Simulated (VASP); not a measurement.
# WAu (F-43m) in VASP: settings compared

The runs below take WAu through relaxation of cell and atoms, with PBEsol, PBE.

All numbers are computed with VASP 6.6.1; they aren't measurements. Logs are shortened: lines on timing, memory, paths and dates and some standing lists are left out, and cuts for length are marked.

## 1. The structure

It takes space group F-43m (No. 216, cubic). The conventional cell has a = 5.818 Å, b = 5.818 Å, c = 5.818 Å, α = 90.00°, β = 90.00°, γ = 90.00°. W (site symmetry -43m) is surrounded by 4 Au at 2.52 Å. Au (site symmetry -43m) is surrounded by 4 W at 2.52 Å.

The cell was built by a generator and needn't be a form met in nature.

## 2. Relaxation of cell and atoms, PBEsol, spin-orbit coupling, no magnetisation

The input, INCAR:

```
  ALGO = Normal
  EDIFF = 1E-6
  EDIFFG = -0.01
  ENCUT = 600
  GGA = PS
  GGA_COMPAT = F
  IBRION = 2
  ISIF = 3
  ISMEAR = -1
  LASPH = T
  LCHARG = F
  LMAXMIX = 4
  LORBIT = 11
  LREAL = F
  LSORBIT = T
  LWAVE = F
  MAGMOM = 0 0 0 0 0 0
  NELM = 60
  NSW = 60
  PREC = Accurate
  SIGMA = 0.05
```

The input, KPOINTS:

```
k-points
0
Gamma
  6 6 6
```

The input, POSCAR:

```
WAu
1.0
    0.0000000000      2.9092100000      2.9092100000
    2.9092100000      0.0000000000      2.9092100000
    2.9092100000      2.9092100000      0.0000000000
W Au
1 1
Direct
    0.0000000000      0.0000000000      0.0000000000
    0.7500000000      0.7500000000      0.7500000000
```

Potentials or basis: VASP PAW PBE potentials, release 64 (W_sv, Au).

Started as:

```console
cat potpaw_PBE.64/W_sv/POTCAR potpaw_PBE.64/Au/POTCAR > POTCAR
mpirun -np 1 vasp_ncl > vasp.out
```

OUTCAR:

```text
EDIFF = 1E-6
   EDIFFG = -0.01
   ENCUT = 600
   GGA = PS
   IBRION = 2
   ISIF = 3
   ISMEAR = -1
   LASPH = T
   LORBIT = 11
   LREAL = F
   LSORBIT = T
   NELM = 60
   NSW = 60
   PREC = Accurate

 ion  position               nearest neighbor table
   1  0.000  0.000  0.000-   2 2.52   2 2.52   2 2.52   2 2.52
   2  0.750  0.750  0.750-   1 2.52   1 2.52   1 2.52   1 2.52

  LATTYP: Found a face centered cubic cell.
 ALAT       =     5.8184200000

  Lattice vectors:

 A1 = (   0.0000000000,   2.9092100000,   2.9092100000)
 A2 = (   2.9092100000,   0.0000000000,   2.9092100000)
 A3 = (   2.9092100000,   2.9092100000,   0.0000000000)

Analysis of symmetry for initial positions (statically):
=====================================================================
 Subroutine PRICEL returns:
 Original cell was already a primitive cell.

 Routine SETGRP: Setting up the symmetry group for a
 face centered cubic supercell.

 Subroutine GETGRP returns: Found 24 space group operations
 (whereof 24 operations were pure point group operations)
 out of a pool of 48 trial point group operations.

The static configuration has the point symmetry T_d .

Analysis of symmetry for dynamics (positions and initial velocities):
=====================================================================
 Subroutine PRICEL returns:
 Original cell was already a primitive cell.

 Routine SETGRP: Setting up the symmetry group for a
 face centered cubic supercell.

 Subroutine GETGRP returns: Found 24 space group operations
 (whereof 24 operations were pure point group operations)
 out of a pool of 48 trial point group operations.

The dynamic configuration has the point symmetry T_d .

Analysis of structural, dynamic, and magnetic symmetry:
=====================================================================
 Subroutine PRICEL returns:
 Original cell was already a primitive cell.

 Routine SETGRP: Setting up the symmetry group for a
 face centered cubic supercell.

 Subroutine GETGRP returns: Found 24 space group operations
 (whereof 24 operations were pure point group operations)
 out of a pool of 48 trial point group operations.

The overall configuration has the point symmetry T_d .

 Subroutine INISYM returns: Found 24 space group operations
 (whereof 24 operations are pure point group operations),
 and found     1 'primitive' translations

----------------------------------------------------------------------------------------

                                     Primitive cell

  volume of cell :      49.2442

  direct lattice vectors                    reciprocal lattice vectors
     0.000000000  2.909210000  2.909210000    -0.171867964  0.171867964  0.171867964
     2.909210000  0.000000000  2.909210000     0.171867964 -0.171867964  0.171867964
     2.909210000  2.909210000  0.000000000     0.171867964  0.171867964 -0.171867964

  length of vectors
     4.114244238  4.114244238  4.114244238     0.297684046  0.297684046  0.297684046

  position of ions in fractional coordinates (direct lattice)
     0.000000000  0.000000000  0.000000000
     0.750000000  0.750000000  0.750000000

  ion indices of the primitive-cell ions
   primitive index   ion index
                 1           1
                 2           2

----------------------------------------------------------------------------------------

 KPOINTS: k-points

Automatic generation of k-mesh.
 Grid dimensions read from file:
 generate k-points for:    6    6    6

 Generating k-lattice:

  Cartesian coordinates                     Fractional coordinates (reciprocal lattice)
    -0.028644661  0.028644661  0.028644661     0.166666667  0.000000000  0.000000000
     0.028644661 -0.028644661  0.028644661     0.000000000  0.166666667  0.000000000
[... 65 lines left out ...]
   PSTRESS=    0.0 pullay stress
   NELECT =      25.0000    total number of electrons
   NUPDOWN=      -1.0000    fix difference up-down
   EMIN   =  10.00;   EMAX   =-10.00  energy-range for DOS
   EFERMI =   0.00;   METHOD = LEGACY
   ISMEAR =    -1;   SIGMA  =   0.05  broadening in eV -4-tet -1-fermi 0-gaus
   EFERMI_NEDOS =   21; number of points for ismear=-14 and -15
   IALGO  =     38    algorithm
   IMIX   =      4    mixing-type and parameters
     AMIX     =   0.40;   BMIX     =  1.00
     AMIX_MAG =   1.60;   BMIX_MAG =  1.00
  volume/ion in A,a.u.               =      24.62       166.16
  Fermi-wavevector in a.u.,A,eV,Ry     =   1.305980  2.467944 23.205866  1.705583
  Thomas-Fermi vector in A             =   2.436812
   LORBIT       =     11    0 simple, 1 ext, 2 COOP (PROOUT), +10 PAW based schemes
   GGA     = PS    functional components
   LHFCALC =     F    Hartree Fock is set to
   AEXX    =    0.0000 exact exchange contribution
   IVDW    =     0    specifies the selected vdW correction
   LEPSILON=     F    determine dielectric tensor
   LRPA    =     F    only Hartree local field effects (RPA)
 conjugate gradient relaxation of ions
  energy-cutoff  :      600.00
  volume of cell :       49.24
 maximum number of plane-waves:      3352
 NGX is ok and might be reduce to    36
   NGX = 17   NGY = 17   NGZ = 17

--------------------------------------- Ionic step        1  -------------------------------------------

 number of electron      25.0000001 magnetization       0.0000000     -0.0000000      0.0000000

 number of electron      25.0000001 magnetization       0.0000000      0.0000000      0.0000000

 number of electron      25.0000001 magnetization      -0.0000000      0.0000000     -0.0000000

 Free energy of the ion-electron system (eV)
  ---------------------------------------------------
  ext. energy  EPLUGINS =         0.00000000
  ---------------------------------------------------
  free energy    TOTEN  =       -14.87895401 eV

  energy without entropy =      -14.86371035  energy(sigma->0) =      -14.87133218

------------------------ aborting loop because EDIFF is reached ----------------------------------------

  FORCE on cell =-STRESS in cart. coord.  units (eV):
  Direction    XX          YY          ZZ          XY          YZ          ZX
  --------------------------------------------------------------------------------------
  -------------------------------------------------------------------------------------
  Total       -1.4794746     -1.4794746     -1.4794746     -0.0000000     -0.0000000      0.0000000
  in kB      -48.1352130    -48.1352130    -48.1352130     -0.0000000     -0.0000000      0.0000000
  external PRESSURE =     -48.1352130 kB  Pullay stress =       0.0000000 kB
[... 107 lines left out ...]
 number of electron      25.0000000 magnetization      -0.0000000     -0.0000000      0.0000000

 number of electron      25.0000000 magnetization       0.0000000      0.0000000     -0.0000000

 Free energy of the ion-electron system (eV)
  ---------------------------------------------------
  ext. energy  EPLUGINS =         0.00000000
  ---------------------------------------------------
  free energy    TOTEN  =       -14.90681443 eV

  energy without entropy =      -14.89190570  energy(sigma->0) =      -14.89936006

 E-fermi :   5.8372     XC(G=0): -11.0018

 val. band max:        5.8148704555   @ k =   0.5000   0.3333   0.0000
 cond. band min:       5.9305867027   @ k =   0.5000   0.3333   0.0000
 fundamental gap:      0.1157162471
 Fermi energy:         5.8371810932

 k-point     1 :       0.0000    0.0000    0.0000
  band No.  band energies     occupation
      1     -68.4331      1.00000
      2     -68.4331      1.00000
      3     -38.5369      1.00000
      4     -38.5369      1.00000
      5     -29.8504      1.00000
      6     -29.8504      1.00000
[... 788 lines left out ...]
  FREE ENERGIE OF THE ION-ELECTRON SYSTEM (eV)
  ---------------------------------------------------
  free  energy   TOTEN  =       -14.9068144280 eV

  energy  without entropy=      -14.8919057006  energy(sigma->0) =      -14.89936006

 reached required accuracy - stopping structural energy minimisation

 Spin-Orbit-Coupling matrix elements

 Ion:    1  E_soc:     -1.6866970
 l=   1
     0.0000000    -0.2338913    -0.2338913
    -0.2338913     0.0000000    -0.2338913
    -0.2338913    -0.2338913     0.0000000
 l=   2
     0.0000000    -0.0091496     0.0000000    -0.0091496    -0.0380753
    -0.0091496     0.0000000    -0.0285565    -0.0091496    -0.0095188
     0.0000000    -0.0285565     0.0000000    -0.0285565     0.0000000
    -0.0091496    -0.0091496    -0.0285565     0.0000000    -0.0095188
    -0.0380753    -0.0095188     0.0000000    -0.0095188     0.0000000
 l=   3
     0.0000000     0.0000000     0.0000000     0.0000000     0.0000000     0.0000000     0.0000000
     0.0000000     0.0000000     0.0000000     0.0000000     0.0000000     0.0000000     0.0000000
     0.0000000     0.0000000     0.0000000     0.0000000     0.0000000     0.0000000     0.0000000
     0.0000000     0.0000000     0.0000000     0.0000000     0.0000000     0.0000000     0.0000000
     0.0000000     0.0000000     0.0000000     0.0000000     0.0000000     0.0000000     0.0000000
     0.0000000     0.0000000     0.0000000     0.0000000     0.0000000     0.0000000     0.0000000
     0.0000000     0.0000000     0.0000000     0.0000000     0.0000000     0.0000000     0.0000000

 Ion:    2  E_soc:     -0.7801487
 l=   1
     0.0000000    -0.0572201    -0.0572201
    -0.0572201     0.0000000    -0.0572201
    -0.0572201    -0.0572201     0.0000000
 l=   2
     0.0000000    -0.0166046     0.0000000    -0.0166046    -0.0562001
    -0.0166046     0.0000000    -0.0421501    -0.0166046    -0.0140500
     0.0000000    -0.0421501     0.0000000    -0.0421501     0.0000000
    -0.0166046    -0.0166046    -0.0421501     0.0000000    -0.0140500
    -0.0562001    -0.0140500     0.0000000    -0.0140500     0.0000000
 l=   3
     0.0000000     0.0000000     0.0000000     0.0000000     0.0000000     0.0000000     0.0000000
     0.0000000     0.0000000     0.0000000     0.0000000     0.0000000     0.0000000     0.0000000
     0.0000000     0.0000000     0.0000000     0.0000000     0.0000000     0.0000000     0.0000000
     0.0000000     0.0000000     0.0000000     0.0000000     0.0000000     0.0000000     0.0000000
     0.0000000     0.0000000     0.0000000     0.0000000     0.0000000     0.0000000     0.0000000
     0.0000000     0.0000000     0.0000000     0.0000000     0.0000000     0.0000000     0.0000000
     0.0000000     0.0000000     0.0000000     0.0000000     0.0000000     0.0000000     0.0000000

 total charge

# of ion       s       p       d       tot
------------------------------------------
    1        2.410   6.179   3.317  11.906
    2        0.861   0.660   8.451   9.972
--------------------------------------------------
tot          3.271   6.839  11.768  21.878

 magnetization (x)

# of ion       s       p       d       tot
------------------------------------------
    1       -0.000  -0.000   0.000  -0.000
    2        0.000  -0.000   0.000  -0.000
--------------------------------------------------
tot          0.000  -0.000   0.000  -0.000

 magnetization (y)

# of ion       s       p       d       tot
------------------------------------------
    1       -0.000  -0.000   0.000  -0.000
    2        0.000   0.000   0.000   0.000
--------------------------------------------------
tot          0.000  -0.000   0.000  -0.000

 magnetization (z)

# of ion       s       p       d       tot
------------------------------------------
    1        0.000  -0.000  -0.000  -0.000
    2       -0.000  -0.000  -0.000  -0.000
--------------------------------------------------
tot          0.000  -0.000  -0.000  -0.000
```

Wall time 2.1 min (1 thread of Intel Xeon 6975P-C (Granite Rapids), shared host); peak memory 0.42 GiB.

Results:

* Free energy: -14.9068 eV
* Relaxed volume: 23.73 Å³/atom
* Relaxed cell: a = 4.064 Å, b = 4.064 Å, c = 4.064 Å, α = 60.00°, β = 60.00°, γ = 60.00°
* Space group after relaxing (to 0.05 Å): F-43m (No. 216)
* Energy gained by relaxing: 13.9 meV/atom
* Ionic steps: 4
* Pressure after relaxing: 0.0 GPa
* Valence electrons inside the program's atomic spheres: W 11.91; Au 9.97

Step by step:
```csv
step,energy change (eV),largest force (eV/Å),pressure (GPa),volume (Å³)
1,0.0000,0.0000,-4.81,49.24
2,0.0891,0.0000,12.19,44.16
3,-0.0278,0.0000,-0.12,47.50
4,-0.0279,0.0000,-0.05,47.46
```

Final structure:
```yaml
crystal:
  lattice:
    - [0.00000, 2.87367, 2.87367]
    - [2.87367, 0.00000, 2.87367]
    - [2.87367, 2.87367, 0.00000]
  atoms:
    - { symbol: W, position: [0.00000, 0.00000, 0.00000] }
    - { symbol: Au, position: [0.75000, 0.75000, 0.75000] }
```

Caveat: the PAW data sets were made with another functional, which shifts forces and pressure a little.

## 3. Relaxation of cell and atoms, PBE

The input, INCAR:

```
SYSTEM = WAu
ALGO = Normal
EDIFF = 1E-7
EDIFFG = -0.005
ENCUT = 600
GGA = PE
IBRION = 2
ISIF = 3
ISMEAR = 1
LASPH = .True.
LCHARG = .False.
LREAL = .False.
LWAVE = .False.
NELM = 60
NSW = 60
PREC = Accurate
SIGMA = 0.2
```

The input, KPOINTS:

```
k-points
0
Gamma
  8 8 8
  0 0 0
```

POSCAR is that of step 2.

Potentials or basis: VASP PAW PBE potentials, release 64 (W_sv, Au).

Started as:

```console
cat potpaw_PBE.64/W_sv/POTCAR potpaw_PBE.64/Au/POTCAR > POTCAR
mpirun -np 1 vasp_std > vasp.out
```

Wall time 24 s (1 thread of Intel Xeon 6975P-C (Granite Rapids), shared host); peak memory 0.22 GiB.

It converged, with:

```yaml
Free_energy: -12.3147 eV
Relaxed_volume: 24.64 Å³/atom
Relaxed_cell: a = 4.115 Å, b = 4.115 Å, c = 4.115 Å, α = 60.00°, β = 60.00°, γ = 60.00°
Space_group_after_relaxing_to_0.05_Å: F-43m (No. 216)
Energy_gained_by_relaxing: 0.0 meV/atom
Ionic_steps: 3
Pressure_after_relaxing: 0.0 GPa
Band_gap_on_the_k_mesh: none (metal or under the smearing width)
```

Final structure:
```xyz
2
Lattice="0.0000 2.9098 2.9098 2.9098 0.0000 2.9098 2.9098 2.9098 0.0000" Properties=species:S:1:pos:R:3 pbc="T T T"
W     0.0000    0.0000    0.0000
Au    4.3647    4.3647    4.3647
```

Levels at points of the mesh, in eV from the Fermi level:
| k point | band 10 | band 11 | band 12 | band 13 | band 14 | band 15 | band 16 |
| --- | --- | --- | --- | --- | --- | --- | --- |
| (0.00, 0.00, 0.00) | -5.61 | -0.73 | -0.73 | -0.73 | 1.52 | 1.52 | 8.36 |
| (0.50, 0.00, 0.00) | -4.96 | -1.82 | -0.25 | -0.25 | 1.36 | 1.36 | 1.98 |
| (0.50, 0.50, 0.00) | -3.98 | -2.74 | 0.38 | 1.25 | 1.45 | 1.45 | 2.70 |

The run has no spin-orbit coupling, so splittings on Au, W are missing.

## 4. Relaxation of cell and atoms, PBEsol

The input, INCAR:

```
ALGO = Fast ; EDIFF = 1E-6
EDIFFG = -0.005 ; ENCUT = 600
GGA = PS ; IBRION = 2
ISIF = 3 ; ISMEAR = 1
LASPH = T ; LCHARG = F
LREAL = F ; LWAVE = F
NELM = 100 ; NSW = 60
PREC = Accurate ; SIGMA = 0.2
```

The input, KPOINTS:

```
k-points
0
Gamma
  8 8 8
```

POSCAR is that of step 3.

Started as:

```console
cat potpaw_PBE.64/W_sv/POTCAR potpaw_PBE.64/Au/POTCAR > POTCAR
mpirun -np 1 vasp_std > vasp.out
```

Wall time 45 s (1 thread of Intel Xeon 6975P-C (Granite Rapids), shared host); peak memory 0.23 GiB.

It converged, with:

| Property | Result |
| --- | --- |
| Free energy | -13.6542 eV |
| Relaxed volume | 23.74 Å³/atom |
| Relaxed cell | a = 4.064 Å, b = 4.064 Å, c = 4.064 Å, α = 60.00°, β = 60.00°, γ = 60.00° |
| Space group after relaxing (to 0.05 Å) | F-43m (No. 216) |
| Energy gained by relaxing | 13.5 meV/atom |
| Ionic steps | 4 |
| Pressure after relaxing | 0.0 GPa |
| Band gap on the k mesh | none (metal or under the smearing width) |

Step by step:
| step | energy change (eV) | largest force (eV/Å) | pressure (GPa) | volume (Å³) |
| --- | --- | --- | --- | --- |
| 1 | 0.0000 | 0.0000 | -4.76 | 49.24 |
| 2 | 0.0887 | 0.0000 | 12.15 | 44.21 |
| 3 | -0.0270 | 0.0000 | -0.17 | 47.53 |
| 4 | -0.0271 | 0.0000 | 0.00 | 47.48 |

Final structure:
```cif
data_structure
_symmetry_space_group_name_H-M 'P 1'
_symmetry_Int_Tables_number 1
_cell_length_a 4.0644
_cell_length_b 4.0644
_cell_length_c 4.0644
_cell_angle_alpha 60.000
_cell_angle_beta 60.000
_cell_angle_gamma 60.000
_cell_volume 47.48
loop_
_atom_site_label
_atom_site_type_symbol
_atom_site_fract_x
_atom_site_fract_y
_atom_site_fract_z
_atom_site_occupancy
W1 W 0.00000 0.00000 0.00000 1
Au1 Au 0.75000 0.75000 0.75000 1
```

Levels at points of the mesh, in eV from the Fermi level:
```
           k point  band 11  band 12  band 13  band 14  band 15  band 16
(0.00, 0.00, 0.00)    -0.75    -0.75    -0.75     1.66     1.66     8.50
(0.50, 0.00, 0.00)    -1.93    -0.24    -0.24     1.46     1.46     2.11
(0.50, 0.50, 0.00)    -2.86     0.39     1.29     1.57     1.57     2.90
```

Caveat: the PAW data sets were made with another functional, which shifts forces and pressure a little. The run has no spin-orbit coupling, so splittings on Au, W are missing.

## 5. For comparison

An earlier run on the cell as given: functional PBE; potentials or basis VASP PAW PBE potentials, release 64 (W_sv, Au); cutoff 520 eV; k mesh 8 × 8 × 8; occupations fermi-dirac, width 0.05 eV; no spin polarisation.

* Pressure: 0.0 GPa
* Band gap on the k mesh: none (metal or under the smearing width)

## 6. Overview

```tsv
task	level	spin	cell	k mesh	cutoff (eV)	smearing	gap on the mesh (eV)	pressure (GPa)	relaxed volume (Å³/atom)
relaxation of cell and atoms	PBEsol	SOC, no magnetisation	relaxed	6 × 6 × 6	600	fermi-dirac 0.05 eV	-	0.0	23.73
relaxation of cell and atoms	PBE	off	relaxed	8 × 8 × 8	600	methfessel-paxton 0.2 eV	none	0.0	24.64
relaxation of cell and atoms	PBEsol	off	relaxed	8 × 8 × 8	600	methfessel-paxton 0.2 eV	none	0.0	23.74
single point	PBE	off	as given	8 × 8 × 8	520	fermi-dirac 0.05 eV	none	0.0	-
```

Alike in all rows: potentials or basis VASP PAW PBE potentials, release 64 (W_sv, Au).

Caveats: the PAW data sets were made with another functional, which shifts forces and pressure a little (some runs).

Absolute energies hang on the potentials; compare differences alone.
